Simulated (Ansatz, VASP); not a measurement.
## AlB2P2N: VASP beside Ansatz

Wanted: the spread between two codes on one cell, functional and k mesh. The cell is generated by rule, not measured, and may not be a known phase. The cell is taken from a series of runs on this material, whose earlier steps may have relaxed, scaled, displaced or heated it; both programs get it as it stands.

Calculated with Ansatz 0.2.0; plane waves, with VASP 6.6.1 beside it; single point at PBEsol.

**1. Starting point**

It takes space group Imm2 (No. 44, orthorhombic). Conventional cell: a = 3.173 Å, b = 3.173 Å, c = 13.460 Å, α = 90.00°, β = 90.00°, γ = 90.00°. Al has 2 N at 1.94 Å and 2 P at 1.94 Å nearest. Nearest to B lie 2 P at 1.94 Å and 2 N at 1.94 Å. Nearest to B lie 4 P at 1.94 Å. Nearest to N lie 2 Al at 1.94 Å and 2 B at 1.94 Å. Nearest to P lie 4 B at 1.94 Å. Nearest to P lie 2 B at 1.94 Å and 2 Al at 1.94 Å. Farther neighbours and most contacts between anions are not listed.

**2. VASP: single point, PBEsol, pair 1**

A single point gives forces, pressure and levels at one fixed geometry, so differences don't come from the geometry; what else differs is listed under the comparison.

Lines of VASP's logs that name or quote its potential files are left out, and so is its time.

The input, INCAR:

```
SYSTEM = AlB2P2N
PREC = Accurate
ENCUT = 600
EDIFF = 1E-06
NELM = 120
ISMEAR = 0
SIGMA = 0.1
LREAL = .FALSE.
ALGO = Normal
GGA = PS
NBANDS = 18
LORBIT = 11
LWAVE = .FALSE.
LCHARG = .FALSE.
ISIF = 2
LASPH = .TRUE.
GGA_COMPAT = .FALSE.
EFERMI = MIDGAP
KPAR = 2
```

The input, POSCAR:

```
AlB2P2N
1.0
    2.2433300000      2.2433300000      0.0000000000
   -2.2433300000      2.2433300000      0.0000000000
    2.2433300000      0.0000000000      6.7300000000
Al B N P
1 2 1 2
Direct
    0.6666670000      0.3333330000      0.6666670000
    0.0000005000      0.9999995000      0.0000000000
    0.3333340000      0.6666660000      0.3333330000
    0.0833340000      0.4166660000      0.8333330000
    0.4166670000      0.0833330000      0.1666670000
    0.7500005000      0.7499995000      0.5000000000
```

The input, KPOINTS:

```
Automatic mesh
0
Gamma
6 6 6
0 0 0
```

PAW data sets: Al, B, N and P (PBE family, release 64).

Command:

```console
mpirun -np 2 vasp_std
```

Numbers of over 12 decimals in the logs are rounded to 6 here.

Output:

```text
[banner, memory and clock lines left out]
running    2 mpi-ranks, on    1 nodes
 distrk:  each k-point on    1 cores,    2 groups
 distr:  one band on    1 cores,    1 groups

 POSCAR found type information on POSCAR AlB N P
 POSCAR found :  4 types and       6 ions
|                                                                             |
|               ----> ADVICE to this user running VASP <----                  |
|                                                                             |
|     You enforced a specific xc type in the INCAR file but a different       |
|     [... a line on the potential file left out ...]
|     I HOPE YOU KNOW WHAT YOU ARE DOING!                                     |
|                                                                             |

 LDA part: xc-table for (Slater+PW92), standard interpolation
 POSCAR, INCAR and KPOINTS ok, starting setup
 FFT: planning ... GRIDC
 FFT: planning ... GRID_SOFT
 FFT: planning ... GRID
 WAVECAR not read
 entering main loop
       N       E                     dE             d eps       ncg     rms          rms(c)
DAV:   1     0.798781035883E+02    0.79878E+02   -0.12278E+04  1656   0.135E+03
DAV:   2    -0.344070315424E+02   -0.11429E+03   -0.11079E+03  2180   0.218E+02
DAV:   3    -0.400256183129E+02   -0.56186E+01   -0.55870E+01  2168   0.519E+01
DAV:   4    -0.400814631415E+02   -0.55845E-01   -0.55788E-01  2302   0.550E+00
DAV:   5    -0.400821206457E+02   -0.65750E-03   -0.65735E-03  2204   0.559E-01    0.120E+01
DAV:   6    -0.380351873967E+02    0.20469E+01   -0.67002E+00  2224   0.183E+01    0.704E+00
DAV:   7    -0.377758061140E+02    0.25938E+00   -0.12245E+00  1990   0.776E+00    0.356E+00
DAV:   8    -0.377126014345E+02    0.63205E-01   -0.29927E-01  2062   0.341E+00    0.116E+00
DAV:   9    -0.377076918056E+02    0.49096E-02   -0.38025E-02  2300   0.144E+00    0.624E-01
DAV:  10    -0.377074374846E+02    0.25432E-03   -0.79709E-03  1992   0.573E-01    0.204E-01
DAV:  11    -0.377073263275E+02    0.11116E-03   -0.11573E-03  1990   0.229E-01    0.462E-02
DAV:  12    -0.377073381867E+02   -0.11859E-04   -0.77323E-05  2188   0.634E-02    0.273E-02
DAV:  13    -0.377073421249E+02   -0.39382E-05   -0.12354E-05  2062   0.230E-02    0.686E-03
DAV:  14    -0.377073422715E+02   -0.14660E-06   -0.12480E-06  1036   0.900E-03
   1 F= -.37707342E+02 E0= -.37707342E+02  d E =-.562857E-13
```

Parts of OUTCAR (step 2):

```text
ion  position               nearest neighbor table
   1  0.667  0.333  0.667-   4 1.94   4 1.94   6 1.94   6 1.94
   2  0.000  1.000  0.000-   4 1.94   5 1.94   4 1.94   5 1.94
   3  0.333  0.667  0.333-   5 1.94   5 1.94   6 1.94   6 1.94
   4  0.083  0.417  0.833-   1 1.94   1 1.94   2 1.94   2 1.94
   5  0.417  0.083  0.167-   3 1.94   3 1.94   2 1.94   2 1.94
   6  0.750  0.750  0.500-   1 1.94   3 1.94   3 1.94   1 1.94

  LATTYP: Found a body centered tetragonal cell.
 ALAT       =     3.1725477109
 C/A-ratio  =     4.2426469912

 Subroutine GETGRP returns: Found  4 space group operations
 (whereof  4 operations were pure point group operations)

The static configuration has the point symmetry C_2v.

 Found     46 irreducible k-points:

   k-points           NKPTS =     46   k-points in BZ     NKDIM =     46   number of bands    NBANDS=     18

   dimension x,y,z NGX =    28 NGY =   28 NGZ =   60
   dimension x,y,z NGXF=    56 NGYF=   56 NGZF=  120

   ENCUT  =  600.0 eV  44.10 Ry    6.64 a.u.   6.34  6.34 14.17*2*pi/ulx,y,z

   NELECT =      24.0000    total number of electrons

 k-points in reciprocal lattice and weights: Automatic mesh
   0.00000000  0.00000000  0.00000000       0.005
   0.16666667  0.00000000 -0.00000000       0.019
   0.00000000 -0.16666667 -0.00000000       0.019
   0.33333333  0.00000000 -0.00000000       0.019
   0.00000000 -0.33333333 -0.00000000       0.019
   0.50000000  0.00000000 -0.00000000       0.009
   0.00000000  0.50000000  0.00000000       0.009
   0.16666667  0.16666667  0.00000000       0.019
   0.33333333  0.16666667 -0.00000000       0.037
[...]
-0.16666667  0.16666667  0.33333333       0.019
   0.00000000  0.00000000  0.50000000       0.005

 average (electrostatic) potential at core
       1 -71.4758       2 -25.9431       3 -25.1865       4 -60.8408       5 -81.0466
       6 -80.5102

 E-fermi :   7.8915

 k-point     1 :       0.0000    0.0000    0.0000
  band No.  band energies     occupation
    ...
      8       4.3193      2.00000
      9       4.3378      2.00000
     10       6.5490      2.00000
     11       6.9880      2.00000
     12       7.4117      2.00000
     13       8.3713      0.00000
     14       9.4431      0.00000
     15      10.3905      0.00000
     16      10.6648      0.00000
     17      11.2410      0.00000
    ...

 k-point     2 :       0.1667    0.0000   -0.0000
  band No.  band energies     occupation
    ...
      8       4.0272      2.00000
      9       4.5763      2.00000
     10       5.3891      2.00000
     11       6.1274      2.00000
     12       7.2923      2.00000
     13       9.0799      0.00000
     14      10.2930      0.00000
     15      11.1688      0.00000
     16      11.4250      0.00000
     17      11.4865      0.00000
    ...

 k-point     3 :       0.0000   -0.1667   -0.0000
  band No.  band energies     occupation
    ...
      8       4.0234      2.00000
      9       4.5708      2.00000
     10       5.3237      2.00000
     11       6.1366      2.00000
     12       6.8284      2.00000
     13       9.2722      0.00000
     14      10.4237      0.00000
     15      11.3143      0.00000
     16      11.4909      0.00000
     17      11.7569      0.00000
    ...

  Total        8.6135950      8.6135950      6.4307965     -7.1897751      0.0000000      0.0000000
  in kB      203.7340609    203.7340609    152.1051652   -170.0569948      0.0000000      0.0000000
  external PRESSURE =     186.5244290 kB  Pullay stress =       0.0000000 kB

  energy-cutoff  :      600.00
  volume of cell :       67.74
      direct lattice vectors                 reciprocal lattice vectors
     2.243330000  2.243330000  0.000000000     0.222882946  0.222882946 -0.074294205
    -2.243330000  2.243330000  0.000000000    -0.222882946  0.222882946  0.074294205
     2.243330000  0.000000000  6.730000000     0.000000000  0.000000000  0.148588410

 POSITION                                       TOTAL-FORCE (eV/Angst)
 -----------------------------------------------------------------------------------
      2.24333      2.24333      4.48667        -0.000000      0.000000     10.637465
     -2.24333      2.24333      0.00000        -0.000000     -0.000000     -2.676588
      0.00000      2.24333      2.24333        -0.000000     -0.000000     -0.460029
      1.12167      1.12166      5.60833        -0.000000     -0.000000      2.084329
      1.12167      1.12166      1.12167        -0.000000     -0.000000     -0.836561
      1.12167      3.36499      3.36500         0.000000     -0.000000     -8.748617
 -----------------------------------------------------------------------------------
    total drift:                               -0.002686     -0.000047     -0.000438

  FREE ENERGIE OF THE ION-ELECTRON SYSTEM (eV)
  ---------------------------------------------------
  free  energy   TOTEN  =       -37.7073422715 eV

  energy  without entropy=      -37.7073422715  energy(sigma->0) =      -37.70734227

 total charge
# of ion       s       p       d       tot
------------------------------------------
    1        0.452   0.588   0.000   1.040
    2        0.632   1.025   0.000   1.658
    3        0.670   1.281   0.000   1.951
    4        1.218   2.399   0.000   3.618
    5        0.991   1.612   0.000   2.603
    6        1.034   1.860   0.000   2.895
--------------------------------------------------
tot          4.997   8.766   0.000  13.764

[... 3 further parts left out ...]
```

The run ends at a pressure of 18.65 GPa, with forces up to 11 eV/Å.

**3. Ansatz: single point, PBEsol, pair 1**

Ansatz runs on its default PAW (the set named soft_2) files.

The same cell, functional, mesh and smearing now go to Ansatz, which takes its cutoff from its data sets.

The input, input.yaml:

```yaml
crystal:
  lattice:
    - [2.24333, 2.24333, 0.0]
    - [-2.24333, 2.24333, 0.0]
    - [2.24333, 0.0, 6.73]
  atoms:
    - { symbol: Al, position: [0.666667, 0.333333, 0.666667] }
    - { symbol: B, position: [0.0, 0.0, 0.0] }
    - { symbol: B, position: [0.333333, 0.666667, 0.333333] }
    - { symbol: "N", position: [0.083333, 0.416667, 0.833333] }
    - { symbol: P, position: [0.416667, 0.083333, 0.166667] }
    - { symbol: P, position: [0.75, 0.75, 0.5] }
kpoints:
  mp_grid: { grid: [6, 6, 6] }
hamiltonian:
  xc: pbesol
scf:
  occupations: { method: gaussian, width: 0.1 }
output:
  forces: true
  stress: true
  eigenvalues: true
```

Command:

```console
ansatz run input.yaml --threads 8 --pin off --max-ram 14336MiB --backend cpu --events-out ev --progress --plain --runs-dir out
```

Output:

```text
Warning: the atoms were moved onto the symmetric positions of the space group found under crystal.symmetry.tolerance 1.0e-5 (fractional; no operation is sought that the atoms, as they stand in a round, miss by more than twice it, and no atom is moved by as much as it), and the run uses the moved positions. Before a round's move an operation carried an atom to 4.49e-6 Å from where it should land, the largest such dist [...]
Engine: ansatz 0.2.0, x86_64-unknown-linux-gnu
Pseudopotentials: kind: paw
Pseudopotential: Al, paw, valence charge 3, recommended cutoff 420 eV (normal), Al.paw.azcp
Pseudopotential: B, paw, valence charge 3, recommended cutoff 420 eV (normal), B.paw.azcp
Pseudopotential: N, paw, valence charge 5, recommended cutoff 420 eV (normal), N.paw.azcp
Pseudopotential: P, paw, valence charge 5, recommended cutoff 420 eV (normal), P.paw.azcp
Functional definition: PBEsol
  exchange = pbesol_x
  correlation = pbesol_c
Crystal: 6 atoms, lattice volume = 67.738 Å³
Basis set: ecut = 420 eV, 1347 PW (Γ), exchange–correlation on 48×48×96 points (8 copies of the dense FFT grid, shifted against one another)
Bands: 18, of which v1, the nominal top of the filled ones, is band 12 counted from 1 (11 counted from 0)
Symmetry: 4 space group operations
Space group: Imm2 (ITA 44), of the structure as read, at distance tolerance 4.1e-5 Å
k-points: 46 of 216 (time reversal used)
Non-local potential: Al, projectors of the file, l = 0: 2, l = 1: 2, l = 2: 1
Non-local potential: B, projectors of the file, l = 0: 2, l = 1: 2, l = 2: 1
Non-local potential: N, projectors of the file, l = 0: 2, l = 1: 2, l = 2: 1
Non-local potential: P, projectors of the file, l = 0: 2, l = 1: 2, l = 2: 2
PAW form: soft (Blöchl's): semilocal exchange-correlation on the pseudo side does not see the compensation charge
PAW frozen core: Al, regenerated for the run's functional, and the local potential with it (the file was generated under x = pbe(κ = 0.804, μ = 0.219515), c = pbe(β = 0.066725))
PAW frozen core: B, regenerated for the run's functional, and the local potential with it (the file was generated under x = pbe(κ = 0.804, μ = 0.219515), c = pbe(β = 0.066725))
PAW frozen core: N, regenerated for the run's functional, and the local potential with it (the file was generated under x = pbe(κ = 0.804, μ = 0.219515), c = pbe(β = 0.066725))
PAW frozen core: P, regenerated for the run's functional, and the local potential with it (the file was generated under x = pbe(κ = 0.804, μ = 0.219515), c = pbe(β = 0.066725))
PAW one-centre angular grid: Al, 110 points (default); XC on 64 Gauss nodes
PAW one-centre angular grid: B, 110 points (default); XC on 64 Gauss nodes
PAW one-centre angular grid: N, 110 points (default); XC on 64 Gauss nodes
PAW one-centre angular grid: P, 110 points (default); XC on 64 Gauss nodes
Initial density: superposition of atomic densities (neutral atoms: chi_scale 0, normalization atom), corrected by the library's trained network
Initial wavefunctions: pseudopotential atomic-orbital guess
Functional: x = pbesol(κ = 0.804, μ = 0.123457), c = pbesol(β = 0.046)
SCF iter   1: F=—  HF=-2687.852538 eV  |F-HF|=—  |Δ(HF+E_count)|=         —  Δρ=6.38e-3  dr2=3.90e-2  ethr=1.77e-3  ⟨swp⟩=6.7  Hψ=5566  notcnv=0
preconditioner: auto → none  [insulator: Δε(μ)=0.947 eV  Ē_g=10.728 eV  σ=0.100 eV  W_gap=1.00  n_scr=12 (ndim 8)  ℏωp=22.1 eV  f_vac=0.000  D(μ)=0.00/eV (n_scr^D=0)  ε∞_Penn≈5.2]
SCF iter   2: F=—  HF=-2687.844506 eV  |F-HF|=—  |Δ(HF+E_count)|=   8.03e-3  Δρ=1.88e-3  dr2=2.37e-3  ethr=1.63e-4  ⟨swp⟩=2.2  Hψ=1627  notcnv=0  defer=2
SCF iter   3: F=—  HF=-2687.844342 eV  |F-HF|=—  |Δ(HF+E_count)|=   1.64e-4  Δρ=5.47e-4  dr2=2.01e-4  ethr=9.87e-6  ⟨swp⟩=2.8  Hψ=1307  notcnv=0
automatic band count: iteration 3 solves 17 bands in place of 18: the levels show a gap, and the empty bands left out lie too high to hold charge; the band table lists the bands solved (type scf.n_extra_bands for more)
SCF iter   4: F=—  HF=-2687.844364 eV  |F-HF|=—  |Δ(HF+E_count)|=   2.23e-5  Δρ=1.86e-4  dr2=1.73e-5  ethr=8.38e-7  ⟨swp⟩=2.2  Hψ=1069  notcnv=0
SCF iter   5: F=—  HF=-2687.844392 eV  |F-HF|=—  |Δ(HF+E_count)|=   2.72e-5  Δρ=3.50e-5  dr2=4.83e-7  ethr=7.20e-8  ⟨swp⟩=2.8  Hψ=1289  notcnv=0
SCF iter   6: F=—  HF=-2687.844392 eV  |F-HF|=—  |Δ(HF+E_count)|=   3.12e-7  Δρ=8.43e-6  dr2=1.26e-7  ethr=4.17e-10  ⟨swp⟩=9.1  Hψ=4364  notcnv=0
SCF iter   7: F=-2687.844392 eV  HF=-2687.844392 eV  |F-HF|=2.01e-9  |Δ(HF+E_count)|=   1.87e-8  Δρ=2.65e-6  dr2=5.32e-9  ethr=4.17e-10  ⟨swp⟩=4.7  Hψ=2567  notcnv=0
SCF 1 converged in 7 iterations: F = -2687.844392 eV  dr2 = 5.32e-9
  greatest PAW one-centre occupation: 0.801 electrons in one spin orbital (limit 2), on the P atom at site 5 (counted from 0), in its partial waves of l = 0
SCF converged after 7 iterations
Free energy (F): -2687.844392 eV
Harris-Foulkes:  -2687.844392 eV  (|F-HF|=2.01e-9)
Internal energy: -2687.844392 eV  (E = F + TS)
E sigma→0 (E₀):  -2687.844392 eV
Fermi energy:    9.448116 eV
--- Per-component energies (eV) ---
  E_band       = 57.833269
  E_kinetic    = 400.420687
  E_local      = -352.224113  (includes V_loc(G=0)·N_el)
  E_nonlocal   = 152.070703
  E_hartree    = 104.956530
  E_xc         = -289.208756
  E_vxc        = -308.032152  (∫ρ·V_xc dr)
  E_paw        = -1837.753782  (= ΣΔE_a)
  E_vpaw       = -44.314966  (= ΣTr[D̂ρ^β])
  E_aug_tail   = 0.000087  (compensation charges beyond the density's cutoff)
  E_ewald      = -866.274601
  E_core_change = 0.168852  (= ΣΔE_core)
  E_smearing   = -0.000000  (= −TS)
  E_closure    = 0.000000  (closes the sum)
  Σ components = -2687.844392   (vs F -2687.844392, Δ=0.00e0)
--- Forces (eV/Å), atoms counted from 1 ---
  atom   1  Al     0.00000000    -0.00000000    10.60515043
  atom   2  B      0.00000000    -0.00000000    -2.67195497
  atom   3  B      0.00000000     0.00000000    -0.46097199
  atom   4  N     -0.00000000    -0.00000000     2.08770367
  atom   5  P      0.00000000    -0.00000000    -0.83772383
  atom   6  P     -0.00000000     0.00000000    -8.72222447
  max |Σ_I F_I| component: 2.12e-5 eV/Å
--- Stress (GPa, compression-positive) ---
       20.265630     -16.895105       0.000000
      -16.895105      20.265630       0.000000
        0.000000       0.000000      15.099829
  P = ⅓ Tr σ = 18.5437 GPa (185.437 kbar)
--- Band table (eV; the first three rows and the last of 46) ---
  k-point 0: bands = [... 8 lower, 5.9016, 8.1109, 8.5518, 8.9664, 9.9306, 11.0084, 11.9458, 12.2210, ... 1 higher]
  k-point 1: bands = [... 8 lower, 6.1137, 7.8691, 8.3930, 8.7790, 10.0406, 10.9473, 11.4317, 12.8422, ... 1 higher]
  k-point 2: bands = [... 8 lower, 6.4819, 7.2961, 8.0362, 8.3837, 10.2495, 10.7570, 11.0894, 13.1896, ... 1 higher]
  k-point 45: bands = [... 8 lower, 4.3380, 4.4812, 5.0553, 5.1749, 10.2012, 11.2857, 11.6088, 12.3360, ... 1 higher]
```

In the SCF lines HF is the Harris–Foulkes energy and dr2 the Hartree energy of the density residual, in eV; the loop may stop once dr2 is under the threshold and the program's other checks hold. Hψ counts applications of the Hamiltonian.

The run ends at a pressure of 18.54 GPa, with forces up to 11 eV/Å.

**4. Comparison**

Known differences besides the potentials themselves: the cutoff is 420 eV in Ansatz and 600 eV in VASP; Ansatz makes its cores anew for this functional, VASP keeps those of its PBE data sets. Total energies have different zeros and are not compared.

The two programs side by side:

| quantity | Ansatz | VASP | difference |
| --- | --- | --- | --- |
| pressure (GPa) | 18.54 | 18.65 | -0.11 |
| gap on the k mesh (eV) | 0.964 | 0.960 | +0.005 |

Forces (eV/Å; atoms numbered as in POSCAR):

| atom | Ansatz x, y, z | VASP x, y, z |
| --- | --- | --- |
| Al1 | 0.000, 0.000, 10.605 | 0.000, 0.000, 10.637 |
| B2 | 0.000, 0.000, -2.672 | 0.000, 0.000, -2.677 |
| B3 | 0.000, 0.000, -0.461 | 0.000, 0.000, -0.460 |
| N4 | 0.000, 0.000, 2.088 | 0.000, 0.000, 2.084 |
| P5 | 0.000, 0.000, -0.838 | 0.000, 0.000, -0.837 |
| P6 | 0.000, 0.000, -8.722 | 0.000, 0.000, -8.749 |

The forces differ by 9.9 meV/Å r.m.s., which is 0.3 % of the r.m.s. force of 3.351 eV/Å (both taken over all components). A gap on the mesh is an upper bound, since the band edges may lie between its points.

(Part 1 of 2 ends here.)

[Lines on the potential files, build, host, timing and source positions are cut from VASP's logs without a mark.]

[Logs are printed without paths, hosts, clocks, repeated set-up lines and the standing remarks that a program may print on its own settings, such as how far it seeks lower states.]

[Hosts, paths, dates, database ids (printed as entryN), source tags and the programs' standing remarks are cut or masked in the printed files.]
